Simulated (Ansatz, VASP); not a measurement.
**Cross-check of MoS2 between VASP and Ansatz**

One calculation is typed for both programs; each brings its own data sets. How far apart do they land? The structure shown is the start of the Ansatz relaxation below; VASP solves that cell, so the two are compared at the walk's first step.

Method: plane waves, with VASP 6.6.1 beside it; single point at PBEsol, in Ansatz 0.2.0.

**1. The structure**

The cell holds 3 atoms: 1 Mo and 2 S. Cell: a = 3.169 Å, b = 3.169 Å, c = 30.061 Å, α = 90.0°, β = 90.0°, γ = 120.0°. As first built, before any earlier steps moved the atoms (in the runner's words): one layer cut from the layered crystal. Vacuum lies along c. The height across the vacuum is the one that the program set for its solve, not the one typed.

**2. Ansatz: relaxation, PBEsol**

Ansatz runs on its default PAW (the set named soft_2) files.

The two programs are compared at the cell with which this relaxation starts, whose forces are those of its first step.

Contents of input.yaml:

```yaml
crystal:
  lattice:
    - [3.169, 0.0, 0.0]
    - [-1.5845, 2.7444345, 0.0]
    - [0.0, 0.0, 19.130296]
  atoms:
    - { symbol: Mo, position: [0.0, 0.0, 0.5] }
    - { symbol: S, position: [0.66666667, 0.33333333, 0.41818485] }
    - { symbol: S, position: [0.66666667, 0.33333333, 0.58181515] }
  periodic: [true, true, false]
kpoints:
  mp_grid: { grid: [10, 10, 1] }
scf:
  occupations: { method: fermi_dirac, width: 0.05 }
hamiltonian:
  xc: pbesol
  pseudopotentials: { kind: paw }
output:
  forces: true
  stress: true
relax:
  f_tol: 0.02
  max_steps: 50
  cell: {}
```

Started as:

```sh
$ ansatz run input.yaml --threads 2 --pin off --max-ram 4096MiB --backend cpu --events-out ev --progress --plain --runs-dir out
```

Numbers of over 12 decimals in the logs are rounded to 6 here.

Output:

```text
Warning: crystal.periodic: the lattice vector that does not repeat stood 0.000° off the slab's normal, 19.130 Å along it as the deck builds it. The run solves the slab on a vector along the normal, 30.061 Å long, with every atom where it was (on the deck's vector they left 16.00 Å outside them, and the widest stretch free of ions among them is 1.57 Å). A fractional position that the run reports is one of the run's ce [...]
crystal.periodic: the lattice vector that does not repeat stood 0.000° off the slab's normal, 19.130 Å along it as the deck builds it. The run solves the slab on a vector along the normal, 30.061 Å long, with every atom where it was (on the deck's vector they left 16.00 Å outside them, and the widest stretch free of ions among them is 1.57 Å). A fractional position that the run reports is one of the run's cell, which [...]
Engine: ansatz 0.2.0, x86_64-unknown-linux-gnu
Pseudopotentials: kind: paw
Pseudopotential: Mo, paw, valence charge 14, recommended cutoff 420 eV (normal), Mo.paw.azcp
Pseudopotential: S, paw, valence charge 6, recommended cutoff 420 eV (normal), S.paw.azcp
Functional definition: PBEsol
  exchange = pbesol_x
  correlation = pbesol_c
Crystal: 3 atoms, lattice volume = 261.440 Å³
Basis set: ecut = 420 eV, 5093 PW (Γ), exchange–correlation on 48×48×432 points (8 copies of the dense FFT grid, shifted against one another)
Bands: 17, of which v1, the nominal top of the filled ones, is band 13 counted from 1 (12 counted from 0)
Symmetry: 12 space group operations
Space group: P-6m2 (ITA 187), of the structure as read, at distance tolerance 6.4e-5 Å
k-points: 14 of 100 (time reversal used)
Non-local potential: Mo, projectors of the file, l = 0: 3, l = 1: 2, l = 2: 2, l = 3: 1
Non-local potential: S, projectors of the file, l = 0: 2, l = 1: 2, l = 2: 2
PAW form: soft (Blöchl's): semilocal exchange-correlation on the pseudo side does not see the compensation charge
PAW frozen core: Mo, regenerated for the run's functional, and the local potential with it (the file was generated under x = pbe(κ = 0.804, μ = 0.219515), c = pbe(β = 0.066725))
PAW frozen core: S, regenerated for the run's functional, and the local potential with it (the file was generated under x = pbe(κ = 0.804, μ = 0.219515), c = pbe(β = 0.066725))
PAW one-centre angular grid: Mo, 590 points (default); XC on 64 Gauss nodes
PAW one-centre angular grid: S, 110 points (default); XC on 64 Gauss nodes
Initial density: superposition of atomic densities (neutral atoms: chi_scale 0, normalization atom), corrected by the library's trained network
Initial wavefunctions: pseudopotential atomic-orbital guess
Functional: x = pbesol(κ = 0.804, μ = 0.123457), c = pbesol(β = 0.046)
SCF iter   1: F=—  HF=-6670.125844 eV  |F-HF|=—  |Δ(HF+E_count)|=         —  Δρ=3.21e-3  dr2=3.22e-2  ethr=1.77e-3  ⟨swp⟩=14.8  Hψ=2400  notcnv=0
preconditioner: auto → none  [insulator: Δε(μ)=1.859 eV  Ē_g=8.049 eV  σ=0.050 eV  W_gap=1.00  n_scr=16 (ndim 8)  ℏωp=9.7 eV  f_vac=0.766  D(μ)=0.00/eV (n_scr^D=0)  ε∞_Penn≈2.5]
SCF iter   2: F=—  HF=-6670.143992 eV  |F-HF|=—  |Δ(HF+E_count)|=   1.81e-2  Δρ=3.98e-3  dr2=1.24e-1  ethr=1.24e-4  ⟨swp⟩=4.0  Hψ=703  notcnv=0
SCF iter   3: F=—  HF=-6670.128550 eV  |F-HF|=—  |Δ(HF+E_count)|=   1.54e-2  Δρ=1.37e-3  dr2=6.90e-3  ethr=1.24e-4  ⟨swp⟩=2.9  Hψ=436  notcnv=0
SCF iter   4: F=—  HF=-6670.129299 eV  |F-HF|=—  |Δ(HF+E_count)|=   7.49e-4  Δρ=3.79e-4  dr2=1.73e-4  ethr=2.65e-5  ⟨swp⟩=2.4  Hψ=407  notcnv=0
SCF iter   5: F=—  HF=-6670.129505 eV  |F-HF|=—  |Δ(HF+E_count)|=   2.06e-4  Δρ=6.42e-5  dr2=1.17e-5  ethr=6.67e-7  ⟨swp⟩=3.6  Hψ=582  notcnv=0
SCF iter   6: F=—  HF=-6670.129495 eV  |F-HF|=—  |Δ(HF+E_count)|=   1.03e-5  Δρ=1.73e-5  dr2=9.08e-7  ethr=4.51e-8  ⟨swp⟩=3.2  Hψ=452  notcnv=0
SCF iter   7: F=-6670.129495 eV  HF=-6670.129495 eV  |F-HF|=2.96e-8  |Δ(HF+E_count)|=   1.03e-7  Δρ=3.01e-6  dr2=5.89e-8  ethr=3.85e-10  ⟨swp⟩=6.0  Hψ=1533  notcnv=0
SCF 1 converged in 7 iterations: F = -6670.129495 eV  dr2 = 5.89e-8
  greatest PAW one-centre occupation: 0.999 electrons in one spin orbital (limit 2), on the Mo atom at site 0 (counted from 0), in its partial waves of l = 0
relax step   1: F+E_penalty+E_count = -6670.12949475 eV  Δ(F+E_penalty+E_count) = +0.000e0 eV  max|allowed force component| = 3.133e-1 eV/Å  Δτ_max = 0.0000 Å  P = -2.139 N/m  Ω = 261.440 Å³  fix = [c, alpha, beta]  reactions: c +0.000 N/m  (7 SCF iters, dr2 threshold 1.00e-7 eV, accepted)
[...]
relax step   2: F+E_penalty+E_count = -6670.14215550 eV  Δ(F+E_penalty+E_count) = -1.266e-2 eV  max|allowed force component| = 3.625e-2 eV/Å  Δτ_max = 0.0077 Å  P = +0.229 N/m  Ω = 256.311 Å³  energy of the carried Pulay correction = +8.241e-5 eV  fix = [c, alpha, beta]  reactions: c +0.000 N/m  (7 SCF iters, dr2 threshold 3.00e-7 eV, accepted)
[...]
relax step   3: F+E_penalty+E_count = -6670.14228710 eV  Δ(F+E_penalty+E_count) = -1.316e-4 eV  max|allowed force component| = 2.944e-3 eV/Å  Δτ_max = 0.0010 Å  P = -0.007 N/m  Ω = 256.766 Å³  energy of the carried Pulay correction = +7.503e-5 eV  fix = [c, alpha, beta]  reactions: c +0.000 N/m  (5 SCF iters, dr2 threshold 8.21e-8 eV, accepted)
[...]
relax step   4: F+E_penalty+E_count = -6670.14221609 eV  Δ(F+E_penalty+E_count) = +7.101e-5 eV  max|allowed force component| = 2.888e-3 eV/Å  Δτ_max = 0.0000 Å  P = -0.007 N/m  Ω = 256.766 Å³  fix = [c, alpha, beta]  reactions: c +0.000 N/m  stress off target by 6.82e-3 N/m on what of the cell is left free  SCF on the basis re-selected at this cell (its energy is not comparable with the rows above)  (6 SCF iters)
basis re-selected at this cell: Δ(F+E_penalty+E_count) = +7.101e-5 eV, ΔP = +0.000 N/m vs the last step (what re-selecting the basis moved, of the pressure what is left beyond the Pulay correction that the steps carried, after the strain that the cell walked since its last selection, with what the two solves' SCF thresholds leave and, on support functions, any second-order correction that the steps lacked; it is no m [...]
SCF converged after 6 iterations
Free energy (F): -6670.142216 eV
Harris-Foulkes:  -6670.142216 eV  (|F-HF|=0.00e0)
Internal energy: -6670.142216 eV  (E = F + TS)
E sigma→0 (E₀):  -6670.142216 eV
Fermi energy:    -5.045142 eV
--- Per-component energies (eV) ---
  E_band       = -576.728900
  E_kinetic    = 656.630107
  E_local      = -45400.203025  (includes V_loc(G=0)·N_el)
  E_nonlocal   = 201.396135
  E_hartree    = 22262.358540
  E_xc         = -375.675041
  E_vxc        = -404.531175  (∫ρ·V_xc dr)
  E_paw        = -4311.918585  (= ΣΔE_a)
  E_vpaw       = -154.737941  (= ΣTr[D̂ρ^β])
  E_aug_tail   = 0.000032  (compensation charges beyond the density's cutoff)
  E_ewald      = 20296.936423
  E_core_change = 0.333198  (= ΣΔE_core)
  E_smearing   = -0.000000  (= −TS)
  E_closure    = -0.000000  (closes the sum)
  Σ components = -6670.142216   (vs F -6670.142216, Δ=0.00e0)
--- Forces (eV/Å), atoms counted from 1 ---
  atom   1  Mo     0.00000000     0.00000000     0.00000000
  atom   2  S      0.00000000     0.00000000     0.00288817
  atom   3  S      0.00000000     0.00000000    -0.00288817
  max |Σ_I F_I| component: 7.86e-17 eV/Å
--- 2D stress c σ (N/m, compression-positive) ---
       -0.006816       0.000000       0.000000
        0.000000      -0.006816       0.000000
        0.000000       0.000000       0.000000
  P = ½ c Tr σ = -0.0068 N/m
--- Relaxed structure (3 steps of the walk, 3 accepted, 1 SCFs on fresh bases) ---
  F+E_penalty+E_count = -6670.14221609 eV   max|allowed force component| = 2.888e-3 eV/Å   (the final SCF, on the basis selected at the relaxed cell)
  cell:  # Å, volume = 256.7665 Å³
    - [3.140546, 0.0, 0.0]
    - [-1.570273, 2.719792, 0.0]
    - [0.0, 0.0, 30.060592]
  atoms:
    - { symbol: Mo, position: [-2.4671622953265834e-17, -4.934324549294137e-17, 0.318196] }
    - { symbol: S, position: [0.666667, 0.333333, 0.266350] }
    - { symbol: S, position: [0.666667, 0.333333, 0.370041] }
```

**3. VASP: single point, PBEsol, start cell**

The same cell, functional, mesh and smearing now go to VASP, with its own data sets.

Lines of VASP's logs that name or quote its potential files are left out, and so is its time.

Contents of INCAR:

```
SYSTEM = MoS2
PREC = Accurate
ENCUT = 400
EDIFF = 1E-06
NELM = 120
ISMEAR = -1
SIGMA = 0.05
LREAL = .FALSE.
ALGO = Normal
GGA = PS
NBANDS = 19
LASPH = .TRUE.
LORBIT = 11
LWAVE = .FALSE.
LCHARG = .FALSE.
ISIF = 2
LDIPOL = .TRUE.
IDIPOL = 3
DIPOL = 0.5 0.5 0.318
LVHAR = .TRUE.
GGA_COMPAT = .FALSE.
EFERMI = MIDGAP
NELMDL = -8
```

Contents of POSCAR:

```
MoS2
1.0
    3.1690000000      0.0000000000      0.0000000000
   -1.5845000000      2.7444350000      0.0000000000
    0.0000000000      0.0000000000     30.0605920000
Mo S
1 2
Direct
    0.0000000000      0.0000000000      0.3181955964
    0.6666667274      0.3333334548      0.2661291567
    0.6666667274      0.3333334548      0.3702620361
```

Contents of KPOINTS:

```
Automatic mesh
0
Gamma
10 10 1
0 0 0
```

Potentials, in the order of the species: Mo_sv and S (PBE family, release 64).

Started as:

```sh
$ mpirun -np 1 vasp_std
```

Output:

```text
[banner, memory and clock lines left out]
running    1 mpi-ranks, on    1 nodes
 distrk:  each k-point on    1 cores,    1 groups
 distr:  one band on    1 cores,    1 groups

 POSCAR found type information on POSCAR MoS
 POSCAR found :  2 types and       3 ions
|                                                                             |
|               ----> ADVICE to this user running VASP <----                  |
|                                                                             |
|     You enforced a specific xc type in the INCAR file but a different       |
|     [... a line on the potential file left out ...]
|     I HOPE YOU KNOW WHAT YOU ARE DOING!                                     |
|                                                                             |

 LDA part: xc-table for (Slater+PW92), standard interpolation
 POSCAR, INCAR and KPOINTS ok, starting setup
 FFT: planning ... GRIDC
 FFT: planning ... GRID_SOFT
 FFT: planning ... GRID
 WAVECAR not read
 entering main loop
       N       E                     dE             d eps       ncg     rms          rms(c)
DAV:   1     0.135343844387E+03    0.13534E+03   -0.11889E+04   756   0.844E+02
DAV:   2    -0.126767124861E+02   -0.14802E+03   -0.14417E+03   766   0.202E+02
DAV:   3    -0.247726250232E+02   -0.12096E+02   -0.12038E+02   727   0.536E+01
DAV:   4    -0.249207997980E+02   -0.14817E+00   -0.14783E+00   694   0.669E+00
DAV:   5    -0.249240474440E+02   -0.32476E-02   -0.32474E-02   730   0.940E-01
DAV:   6    -0.249241654231E+02   -0.11798E-03   -0.11798E-03   711   0.162E-01
DAV:   7    -0.249241711740E+02   -0.57508E-05   -0.57507E-05   754   0.315E-02
DAV:   8    -0.249241714968E+02   -0.32289E-06   -0.32260E-06   703   0.691E-03    0.247E+01
DAV:   9    -0.238181745460E+02    0.11060E+01   -0.10925E+01   566   0.204E+01    0.866E+00
DAV:  10    -0.236399741555E+02    0.17820E+00   -0.55690E+00   592   0.135E+01    0.599E+00
DAV:  11    -0.234145838060E+02    0.22539E+00   -0.11744E+00   603   0.659E+00    0.159E+00
DAV:  12    -0.234151973032E+02   -0.61350E-03   -0.42816E-02   655   0.125E+00    0.896E-01
DAV:  13    -0.234106753763E+02    0.45219E-02   -0.23989E-02   601   0.998E-01    0.149E-01
DAV:  14    -0.234104012198E+02    0.27416E-03   -0.78648E-04   625   0.193E-01    0.598E-02
[...]
DAV:  19    -0.234107014807E+02   -0.11848E-03   -0.93537E-06   665   0.158E-02    0.578E-03
DAV:  20    -0.234107314531E+02   -0.29972E-04   -0.91533E-07   521   0.451E-03    0.355E-03
DAV:  21    -0.234107608766E+02   -0.29424E-04   -0.21113E-06   552   0.553E-03    0.225E-03
DAV:  22    -0.234107776841E+02   -0.16807E-04   -0.60489E-07   501   0.312E-03    0.696E-04
DAV:  23    -0.234107816154E+02   -0.39314E-05   -0.80124E-08   452   0.111E-03    0.583E-04
DAV:  24    -0.234107866806E+02   -0.50652E-05   -0.16997E-07   494   0.118E-03    0.539E-04
DAV:  25    -0.234107879609E+02   -0.12803E-05   -0.15844E-08   388   0.599E-04    0.140E-04
DAV:  26    -0.234107886568E+02   -0.69586E-06   -0.92073E-09   363   0.334E-04
   1 F= -.23410789E+02 E0= -.23410789E+02  d E =-.111761E-08
```

OUTCAR, selected parts (step 3):

```text
ion  position               nearest neighbor table
   1  0.000  0.000  0.318-   2 2.41   3 2.41   2 2.41   3 2.41   2 2.41   3 2.41
   2  0.667  0.333  0.266-   1 2.41   1 2.41   1 2.41
   3  0.667  0.333  0.370-   1 2.41   1 2.41   1 2.41

  LATTYP: Found a hexagonal cell.
 ALAT       =     3.1690000000
 C/A-ratio  =     9.4858289681

 Subroutine GETGRP returns: Found 12 space group operations
 (whereof  6 operations were pure point group operations)

The static configuration has the point symmetry C_3v.
 The point group associated with its full space group is D_3h.

 Found     14 irreducible k-points:

   k-points           NKPTS =     14   k-points in BZ     NKDIM =     14   number of bands    NBANDS=     19

   dimension x,y,z NGX =    24 NGY =   24 NGZ =  196
   dimension x,y,z NGXF=    48 NGYF=   48 NGZF=  392

   ENCUT  =  400.0 eV  29.40 Ry    5.42 a.u.   5.17  5.17 49.02*2*pi/ulx,y,z

   NELECT =      26.0000    total number of electrons

 k-points in reciprocal lattice and weights: Automatic mesh
   0.00000000  0.00000000  0.00000000       0.010
   0.10000000 -0.00000000  0.00000000       0.060
   0.20000000 -0.00000000  0.00000000       0.060
   0.30000000  0.00000000  0.00000000       0.060
   0.40000000  0.00000000  0.00000000       0.060
   0.50000000 -0.00000000  0.00000000       0.030
   0.10000000  0.10000000  0.00000000       0.060
   0.20000000  0.10000000  0.00000000       0.120
   0.30000000  0.10000000  0.00000000       0.120
[...]
0.40000000  0.20000000  0.00000000       0.060
   0.30000000  0.30000000  0.00000000       0.060

 dipolmoment           0.000000      0.000000      0.000003 electrons x Angstroem

 average (electrostatic) potential at core
       1 -84.6476       2 -94.5817       3 -94.5817

 E-fermi :  -2.4525

 k-point     1 :       0.0000    0.0000    0.0000
  band No.  band energies     occupation
    ...
      9      -5.9293      2.00000
     10      -5.1496      2.00000
     11      -4.8075      2.00000
     12      -4.8075      2.00000
     13      -3.3864      2.00000
     14      -0.5338      0.00000
     15      -0.5338      0.00000
     16      -0.2776      0.00000
     17      -0.2776      0.00000
     18       2.1492      0.00000
    ...

 k-point     2 :       0.1000   -0.0000    0.0000
  band No.  band energies     occupation
    ...
      9      -5.7723      2.00000
     10      -5.7507      2.00000
     11      -5.0413      2.00000
     12      -4.4469      2.00000
     13      -3.4607      2.00000
     14      -0.7127      0.00000
     15      -0.6697      0.00000
     16      -0.4445      0.00000
     17      -0.2787      0.00000
     18       2.4090      0.00000
    ...

 k-point     3 :       0.2000   -0.0000    0.0000
  band No.  band energies     occupation
    ...
      9      -6.5450      2.00000
     10      -5.5455      2.00000
     11      -5.3506      2.00000
     12      -4.4947      2.00000
     13      -3.8214      2.00000
     14      -1.1326      0.00000
     15      -0.7910      0.00000
     16      -0.6463      0.00000
     17       0.2461      0.00000
     18       2.9800      0.00000
    ...

  Total       -1.2438092     -1.2438096     -1.0772610      0.0000000      0.0000000     -0.0000000
  in kB       -7.6223979     -7.6224006     -6.6017458      0.0000000      0.0000000     -0.0000000
  external PRESSURE =      -7.2821814 kB  Pullay stress =       0.0000000 kB

  energy-cutoff  :      400.00
  volume of cell :      261.44
      direct lattice vectors                 reciprocal lattice vectors
     3.169000000  0.000000000  0.000000000     0.315556958  0.182186862  0.000000000
    -1.584500000  2.744435000  0.000000000     0.000000000  0.364373724  0.000000000
     0.000000000  0.000000000 30.060592000     0.000000000  0.000000000  0.033266145

 POSITION                                       TOTAL-FORCE (eV/Angst)
 -----------------------------------------------------------------------------------
      0.00000      0.00000      9.56515         0.000000      0.000000     -0.000000
      1.58450      0.91481      8.00000        -0.000000     -0.000000      0.308049
      1.58450      0.91481     11.13030         0.000000     -0.000000     -0.308049
 -----------------------------------------------------------------------------------
    total drift:                                0.000000     -0.000331      0.000018

  FREE ENERGIE OF THE ION-ELECTRON SYSTEM (eV)
  ---------------------------------------------------
  free  energy   TOTEN  =       -23.4107886568 eV

  energy  without entropy=      -23.4107886557  energy(sigma->0) =      -23.41078866

 vacuum level on the upper side and lower side of the slab         2.603         2.603

 total charge
# of ion       s       p       d       tot
------------------------------------------
    1        2.293   6.222   3.953  12.468
    2        1.357   2.318   0.000   3.675
    3        1.357   2.318   0.000   3.675
--------------------------------------------------
tot          5.007  10.859   3.953  19.819

[... 3 further parts left out ...]
```

**4. Differences**

Known differences besides the potentials themselves: Ansatz cuts the interaction across the vacuum, VASP repeats the sheet with a dipole correction; the cutoff is 420 eV in Ansatz and 400 eV in VASP; Ansatz makes its cores anew for this functional, VASP keeps those of its PBE data sets. Total energies have different zeros and are not compared.

Forces (eV/Å; atoms numbered as in POSCAR):

| atom | Ansatz x, y, z | VASP x, y, z |
| --- | --- | --- |
| Mo1 | 0.000, 0.000, 0.000 | 0.000, 0.000, 0.000 |
| S2 | 0.000, 0.000, 0.313 | 0.000, 0.000, 0.308 |
| S3 | 0.000, 0.000, -0.313 | 0.000, 0.000, -0.308 |

The forces differ by 2.5 meV/Å r.m.s., which is 1.7 % of the r.m.s. force of 0.145 eV/Å (both taken over all components). With vacuum in the cell, a pressure given here is an average over mostly empty space and none of the material.

**5. Results**

- r.m.s. force difference (single point, PBEsol, start cell): 2.5 meV/Å

What this shows: The r.m.s. force difference is 2.5 meV/Å (single point, PBEsol, start cell), within the 12 meV/Å picked in this series as the mark of a large difference. 1 further run of this series is not shown here. Such differences can come from data sets, numerical settings and the points named under the comparisons, not from the functional's error against experiment.

[Lines on the potential files, build, host, timing and source positions are cut from VASP's logs without a mark.]

[Logs are printed without paths, hosts, clocks, repeated set-up lines and the standing remarks that a program may print on its own settings, such as how far it seeks lower states.]

[Hosts, paths, dates, database ids (printed as entryN), source tags and the programs' standing remarks are cut or masked in the printed files.]
